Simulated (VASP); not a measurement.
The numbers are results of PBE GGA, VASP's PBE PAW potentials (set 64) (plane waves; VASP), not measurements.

The input files of a VASP run:

### POSCAR
```
CeO2
1
    0.0000000000     2.7432930000     2.7432930000
    2.7432930000     0.0000000000     2.7432930000
    2.7432930000     2.7432930000     0.0000000000
Ce O
1 2
Direct
  0.0000000000   0.0000000000   0.0000000000
  0.2500000000   0.2500000000   0.2500000000
  0.7500000000   0.7500000000   0.7500000000
```

**KPOINTS**
```
kpoints
0
gamma
7 7 7
```

**INCAR**
```
SYSTEM  =  CeO2
PREC  =  Accurate; ENCUT  =  400; LREAL  =  F
LASPH  =  T
EDIFF  =  1E-8; NELM  =  100; ALGO  =  Normal
LMAXMIX  =  6
ISMEAR  =  -1; SIGMA  =  0.01
GGA  =  PE
IBRION  =  8; NSW  =  1; ISIF  =  2
LWAVE  =  F; LCHARG  =  F
LEPSILON  =  T
```

POTCAR, in this order: Ce O (PBE.64 set). Program: vasp_std.

Output of the run:

### OSZICAR
```
...
RMM:   2    -0.782704800482E+00   -0.35693E+00   -0.21688E-01  2205   0.405E+00    0.899E-01
RMM:   3    -0.801034704102E+00   -0.18330E-01   -0.75497E-02  2347   0.158E+00    0.586E-01
RMM:   4    -0.825031865559E+00   -0.23997E-01   -0.30092E-02  2454   0.130E+00    0.102E-01
RMM:   5    -0.825644836077E+00   -0.61297E-03   -0.91542E-03  2899   0.471E-01    0.118E-01
RMM:   6    -0.826982869281E+00   -0.13380E-02   -0.21435E-03  2993   0.260E-01    0.897E-02
RMM:   7    -0.828932989012E+00   -0.19501E-02   -0.12223E-03  3190   0.152E-01    0.636E-02
RMM:   8    -0.831000527095E+00   -0.20675E-02   -0.58867E-04  3045   0.119E-01    0.244E-02
RMM:   9    -0.830893069808E+00    0.10746E-03   -0.37930E-04  3030   0.889E-02    0.904E-03
RMM:  10    -0.831067376363E+00   -0.17431E-03   -0.15621E-04  3311   0.554E-02    0.761E-03
RMM:  11    -0.831138034235E+00   -0.70658E-04   -0.15806E-04  3198   0.418E-02    0.793E-03
RMM:  12    -0.831101219571E+00    0.36815E-04   -0.56687E-05  3309   0.295E-02    0.151E-02
RMM:  13    -0.831059771527E+00    0.41448E-04   -0.53550E-05  3133   0.247E-02    0.165E-02
RMM:  14    -0.831083176602E+00   -0.23405E-04   -0.27956E-05  3250   0.196E-02    0.153E-02
RMM:  15    -0.831114127053E+00   -0.30950E-04   -0.21109E-05  3023   0.168E-02    0.141E-02
 Linear response to external field, progress :
  Direction:   3
       N       E                     dE             d eps       ncg     rms          rms(c)
RMM:   1    -0.425781056829E+00   -0.42578E+00   -0.18343E+00  1918   0.325E+01
RMM:   2    -0.782704035309E+00   -0.35692E+00   -0.21687E-01  2199   0.405E+00    0.899E-01
RMM:   3    -0.801035147301E+00   -0.18331E-01   -0.75503E-02  2343   0.158E+00    0.586E-01
RMM:   4    -0.825031665024E+00   -0.23997E-01   -0.30096E-02  2452   0.130E+00    0.102E-01
RMM:   5    -0.825650080371E+00   -0.61842E-03   -0.92023E-03  2894   0.471E-01    0.118E-01
RMM:   6    -0.826986411861E+00   -0.13363E-02   -0.21409E-03  2988   0.260E-01    0.898E-02
RMM:   7    -0.828928771208E+00   -0.19424E-02   -0.12116E-03  3183   0.151E-01    0.637E-02
RMM:   8    -0.831006167062E+00   -0.20774E-02   -0.58702E-04  3035   0.119E-01    0.243E-02
RMM:   9    -0.830893905588E+00    0.11226E-03   -0.37726E-04  3025   0.887E-02    0.908E-03
RMM:  10    -0.831066410245E+00   -0.17250E-03   -0.16310E-04  3300   0.554E-02    0.764E-03
RMM:  11    -0.831139671277E+00   -0.73261E-04   -0.15709E-04  3203   0.417E-02    0.780E-03
RMM:  12    -0.831108808576E+00    0.30863E-04   -0.52473E-05  3300   0.295E-02    0.144E-02
RMM:  13    -0.831058701590E+00    0.50107E-04   -0.51615E-05  3116   0.246E-02    0.167E-02
RMM:  14    -0.831078979563E+00   -0.20278E-04   -0.27996E-05  3228   0.195E-02    0.160E-02
RMM:  15    -0.831110503405E+00   -0.31524E-04   -0.20945E-05  3046   0.167E-02    0.145E-02
 Linear response DOF=           2
 Linear response progress:
  Degree of freedom:   1/  2
       N       E                     dE             d eps       ncg     rms          rms(c)
RMM:   1    -0.325721104536E+00   -0.32572E+00   -0.16598E-01  2271   0.105E+01
RMM:   2    -0.340793053626E+00   -0.15072E-01   -0.92371E-02  2449   0.221E+00    0.247E-01
RMM:   3    -0.343307246877E+00   -0.25142E-02   -0.18747E-02  2888   0.679E-01    0.126E-01
RMM:   4    -0.344665721454E+00   -0.13585E-02   -0.56997E-03  3132   0.319E-01    0.648E-02
RMM:   5    -0.345701214502E+00   -0.10355E-02   -0.25321E-03  3140   0.208E-01    0.394E-02
RMM:   6    -0.346245193530E+00   -0.54398E-03   -0.20746E-03  2889   0.164E-01    0.441E-02
RMM:   7    -0.346740343467E+00   -0.49515E-03   -0.10588E-03  3238   0.118E-01    0.212E-02
RMM:   8    -0.347114068511E+00   -0.37373E-03   -0.72945E-04  2781   0.114E-01    0.124E-02
RMM:   9    -0.347264575692E+00   -0.15051E-03   -0.35969E-04  2869   0.772E-02    0.411E-03
RMM:  10    -0.347235786075E+00    0.28790E-04   -0.32840E-04  3245   0.566E-02    0.131E-02
RMM:  11    -0.347329661836E+00   -0.93876E-04   -0.15516E-04  3248   0.441E-02    0.799E-03
RMM:  12    -0.347559237540E+00   -0.22958E-03   -0.14146E-04  3013   0.409E-02    0.178E-02
RMM:  13    -0.347349287642E+00    0.20995E-03   -0.41056E-05  2843   0.332E-02    0.163E-02
RMM:  14    -0.347444108646E+00   -0.94821E-04   -0.85259E-05  3149   0.261E-02    0.961E-03
RMM:  15    -0.347467132640E+00   -0.23024E-04   -0.30842E-05  3281   0.197E-02    0.882E-03
RMM:  16    -0.347493080226E+00   -0.25948E-04   -0.30428E-05  3238   0.165E-02    0.844E-03
RMM:  17    -0.347552003747E+00   -0.58924E-04   -0.20036E-05  3033   0.148E-02    0.229E-03
RMM:  18    -0.347584558440E+00   -0.32555E-04   -0.12819E-05  3185   0.123E-02    0.752E-04
RMM:  19    -0.347576987834E+00    0.75706E-05   -0.11732E-05  3263   0.102E-02    0.152E-03
RMM:  20    -0.347592785726E+00   -0.15798E-04   -0.76404E-06  3190   0.902E-03    0.285E-04
RMM:  21    -0.347592126708E+00    0.65902E-06   -0.75156E-06  3324   0.758E-03    0.124E-03
RMM:  22    -0.347596164934E+00   -0.40382E-05   -0.41672E-06  3239   0.661E-03    0.135E-03
RMM:  23    -0.347596100597E+00    0.64338E-07   -0.42442E-06  3296   0.571E-03    0.198E-03
RMM:  24    -0.347595642305E+00    0.45829E-06   -0.26581E-06  3262   0.495E-03    0.251E-03
RMM:  25    -0.347602503565E+00   -0.68613E-05   -0.28940E-06  2928   0.454E-03    0.207E-03
RMM:  26    -0.347607352380E+00   -0.48488E-05   -0.13641E-06  3097   0.396E-03    0.171E-03
RMM:  27    -0.347608015658E+00   -0.66328E-06   -0.20277E-06  3295   0.345E-03    0.198E-03
RMM:  28    -0.347605683150E+00    0.23325E-05   -0.79663E-07  2996   0.304E-03    0.254E-03
RMM:  29    -0.347609580648E+00   -0.38975E-05   -0.14570E-06  2959   0.279E-03    0.227E-03
RMM:  30    -0.347610854941E+00   -0.12743E-05   -0.60255E-07  3189   0.242E-03    0.223E-03
 Linear response progress:
  Degree of freedom:   2/  2
       N       E                     dE             d eps       ncg     rms          rms(c)
RMM:   1    -0.376887302307E+00   -0.37689E+00    0.20522E-01  4533   0.413E+00
RMM:   2    -0.364146563053E+00    0.12741E-01   -0.20803E-02  3277   0.109E+00    0.243E-01
RMM:   3    -0.367503151407E+00   -0.33566E-02   -0.10558E-02  4043   0.429E-01    0.164E-01
RMM:   4    -0.369525997479E+00   -0.20228E-02   -0.15866E-03  3961   0.254E-01    0.439E-02
RMM:   5    -0.369659080459E+00   -0.13308E-03   -0.33210E-04  5037   0.723E-02    0.225E-02
RMM:   6    -0.369750124939E+00   -0.91044E-04   -0.45593E-05  5010   0.350E-02    0.105E-02
RMM:   7    -0.369774682760E+00   -0.24558E-04   -0.12036E-05  5073   0.228E-02    0.520E-03
RMM:   8    -0.369781412087E+00   -0.67293E-05   -0.10284E-05  5642   0.116E-02    0.337E-03
RMM:   9    -0.369789427083E+00   -0.80150E-05   -0.21780E-06  5463   0.718E-03    0.100E-03
RMM:  10    -0.369790220164E+00   -0.79308E-06   -0.11231E-06  5592   0.470E-03    0.552E-04
RMM:  11    -0.369789939682E+00    0.28048E-06   -0.67002E-07  5646   0.325E-03    0.530E-04
RMM:  12    -0.369789972206E+00   -0.32525E-07   -0.49044E-07  5758   0.231E-03    0.282E-04
RMM:  13    -0.369789930633E+00    0.41574E-07   -0.31617E-07  5384   0.196E-03    0.333E-04
RMM:  14    -0.369789563198E+00    0.36743E-06   -0.27874E-07  5641   0.147E-03    0.228E-04
RMM:  15    -0.369789610027E+00   -0.46829E-07   -0.22843E-07  5393   0.121E-03    0.225E-04
RMM:  16    -0.369789628233E+00   -0.18206E-07   -0.17483E-07  5757   0.941E-04    0.234E-04
RMM:  17    -0.369789668240E+00   -0.40007E-07   -0.14542E-07  5523   0.792E-04    0.425E-04
RMM:  18    -0.369789713385E+00   -0.45145E-07   -0.16011E-07  5634   0.663E-04    0.399E-04
RMM:  19    -0.369789702334E+00    0.11051E-07   -0.89831E-08  5693   0.570E-04    0.421E-04
RMM:  20    -0.369789708481E+00   -0.61468E-08   -0.98039E-08  5626   0.495E-04    0.438E-04
 Linear response finished
```

### OUTCAR
```
------------------------ aborting loop because EDIFF is reached ----------------------------------------

 HEAD OF MICROSCOPIC STATIC DIELECTRIC TENSOR (INDEPENDENT PARTICLE, excluding Hartree and local field effects)
 ------------------------------------------------------
           8.155349    -0.000000     0.000000
           0.000000     8.155349    -0.000000
           0.000000     0.000000     8.155349
 ------------------------------------------------------

 MACROSCOPIC STATIC DIELECTRIC TENSOR (including local field effects in DFT)
 ------------------------------------------------------
           7.989465     0.000000     0.000000
          -0.000000     7.989465    -0.000000
           0.000000    -0.000000     7.989465
 ------------------------------------------------------

 PIEZOELECTRIC TENSOR (including local field effects)  for field in x, y, z        (e  Angst)
          XX          YY          ZZ          XY          YZ          ZX
  --------------------------------------------------------------------------------
  x     0.00000     0.00000     0.00000     0.00000     0.00000     0.00000
  y     0.00000     0.00000     0.00000     0.00000     0.00000     0.00000
  z     0.00000     0.00000     0.00000     0.00000     0.00000     0.00000

 PIEZOELECTRIC TENSOR (including local field effects)  for field in x, y, z        (C/m^2)
          XX          YY          ZZ          XY          YZ          ZX
  --------------------------------------------------------------------------------
  x     0.00000     0.00000     0.00000     0.00000     0.00000     0.00000
  y     0.00000     0.00000     0.00000     0.00000     0.00000     0.00000
  z     0.00000     0.00000     0.00000     0.00000     0.00000     0.00000

 BORN EFFECTIVE CHARGES (including local field effects) (in |e|, cummulative output)
 ---------------------------------------------------------------------------------
 ion    1
    1     5.74201     0.00000     0.00000
    2     0.00000     5.74201     0.00000
    3     0.00000     0.00000     5.74201
 ion    2
    1    -2.87100     0.00000     0.00000
    2     0.00000    -2.87100     0.00000
    3     0.00000     0.00000    -2.87100
 ion    3
    1    -2.87100     0.00000     0.00000
    2     0.00000    -2.87100     0.00000
    3     0.00000     0.00000    -2.87100

   1 f  =   12.388784 THz    77.841023 2PiTHz  413.245339 cm-1    51.235869 meV
             X         Y         Z           dx          dy          dz
      0.000000  0.000000  0.000000    -0.000000    0.000000   -0.000000
      1.371646  1.371646  1.371646     0.644343   -0.291243   -0.000000
      4.114940  4.114940  4.114940    -0.644343    0.291243   -0.000000

   2 f  =   12.388784 THz    77.841023 2PiTHz  413.245339 cm-1    51.235869 meV
             X         Y         Z           dx          dy          dz
      0.000000  0.000000  0.000000     0.000000    0.000000   -0.000000
      1.371646  1.371646  1.371646     0.291243    0.644343    0.000000
      4.114940  4.114940  4.114940    -0.291243   -0.644343    0.000000

   3 f  =   12.388784 THz    77.841023 2PiTHz  413.245339 cm-1    51.235869 meV
             X         Y         Z           dx          dy          dz
      0.000000  0.000000  0.000000    -0.000000   -0.000000   -0.000000
      1.371646  1.371646  1.371646    -0.000000   -0.000000   -0.707107
      4.114940  4.114940  4.114940     0.000000    0.000000    0.707107

   4 f  =    7.443129 THz    46.766557 2PiTHz  248.276051 cm-1    30.782293 meV
             X         Y         Z           dx          dy          dz
      0.000000  0.000000  0.000000     0.181755   -0.395319    0.003513
      1.371646  1.371646  1.371646    -0.265944    0.578433   -0.005141
      4.114940  4.114940  4.114940    -0.265944    0.578433   -0.005141

   5 f  =    7.443129 THz    46.766557 2PiTHz  248.276051 cm-1    30.782293 meV
             X         Y         Z           dx          dy          dz
      0.000000  0.000000  0.000000    -0.226239   -0.100838    0.357732
      1.371646  1.371646  1.371646     0.331034    0.147547   -0.523435
      4.114940  4.114940  4.114940     0.331034    0.147547   -0.523435

   6 f  =    7.443129 THz    46.766557 2PiTHz  248.276051 cm-1    30.782293 meV
             X         Y         Z           dx          dy          dz
      0.000000  0.000000  0.000000     0.324200    0.151257    0.247669
      1.371646  1.371646  1.371646    -0.474371   -0.221320   -0.362391
      4.114940  4.114940  4.114940    -0.474371   -0.221320   -0.362391

   7 f/i=    0.032432 THz     0.203777 2PiTHz    1.081817 cm-1     0.134128 meV
             X         Y         Z           dx          dy          dz
      0.000000  0.000000  0.000000     0.277140    0.856659    0.002189
      1.371646  1.371646  1.371646     0.094703    0.292734    0.000748
      4.114940  4.114940  4.114940     0.094703    0.292734    0.000748

   8 f/i=    0.032432 THz     0.203777 2PiTHz    1.081817 cm-1     0.134128 meV
             X         Y         Z           dx          dy          dz
      0.000000  0.000000  0.000000    -0.852118    0.275906   -0.091904
      1.371646  1.371646  1.371646    -0.291182    0.094282   -0.031405
      4.114940  4.114940  4.114940    -0.291182    0.094282   -0.031405

   9 f/i=    0.032432 THz     0.203777 2PiTHz    1.081817 cm-1     0.134128 meV
             X         Y         Z           dx          dy          dz
      0.000000  0.000000  0.000000     0.088113   -0.026217   -0.895670
      1.371646  1.371646  1.371646     0.030110   -0.008959   -0.306064
      4.114940  4.114940  4.114940     0.030110   -0.008959   -0.306064

 MACROSCOPIC STATIC DIELECTRIC TENSOR IONIC CONTRIBUTION
 ------------------------------------------------------
          24.207729     0.000000    -0.000000
           0.000000    24.207729     0.000000
          -0.000000     0.000000    24.207729
 ------------------------------------------------------

 ELASTIC MODULI CONTR FROM IONIC RELAXATION (kBar)
 Direction    XX          YY          ZZ          XY          YZ          ZX
 --------------------------------------------------------------------------------
 XX          -0.0000     -0.0000     -0.0000      0.0000      0.0000      0.0000
...
```
(Selected blocks of OUTCAR.)

At this cut-off the stress carries a Pulay error, which pulls relaxed volumes low. The dielectric response may not be converged in the k-mesh; for small gaps it tends to come out too large.

The structure comes from a computed database's CeO2 entry; how it stands against other phases isn't given here. The cell was not relaxed at this level. The run is one of a series of settings (EDIFF = 1E-8, IBRION = 8, LEPSILON = .TRUE., NSW = 1 against the base run), some of them coarse on purpose. The run is not spin-polarised, so no magnetic state was tried.
